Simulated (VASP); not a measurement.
Here is the system:

```yaml
crystal:
  lattice:
    - [3.90313, 0.00000, 0.00000]
    - [-1.95157, 3.38021, 0.00000]
    - [0.00000, 0.00000, 6.44437]
  atoms:
    - { symbol: Si, position: [0.66667, 0.33333, 0.87460] }
    - { symbol: Si, position: [0.33333, 0.66667, 0.37460] }
    - { symbol: Ge, position: [0.66667, 0.33333, 0.50040] }
    - { symbol: Ge, position: [0.33333, 0.66667, 0.00040] }
```

Level of theory: r2SCAN meta-GGA, VASP's PBE PAW potentials (set 64) (plane waves; VASP 6.6.1). Run with 400 eV cut-off, 7×7×4 Γ-centred mesh, tetrahedra with Blöchl corrections, potentials Si Ge_d.

The cores are frozen, which limits the accuracy of field gradients.

### Question
Give the principal components of the electric field gradient (V/Å²) and the asymmetry η at each nucleus.

### Answer

```json
[
 {"atom": "Si1", "Vxx": "-2.0", "Vyy": "-2.0", "Vzz": "4.1", "η": "0.00"},
 {"atom": "Si2", "Vxx": "-2.0", "Vyy": "-2.0", "Vzz": "4.1", "η": "0.00"},
 {"atom": "Ge3", "Vxx": "-5.4", "Vyy": "-5.4", "Vzz": "10.8", "η": "0.00"},
 {"atom": "Ge4", "Vxx": "-5.4", "Vyy": "-5.4", "Vzz": "10.8", "η": "0.00"}
]
```

The structure comes from a computed database's SiGe entry (P6_3mc); how it stands against other phases isn't given here. It was relaxed first.
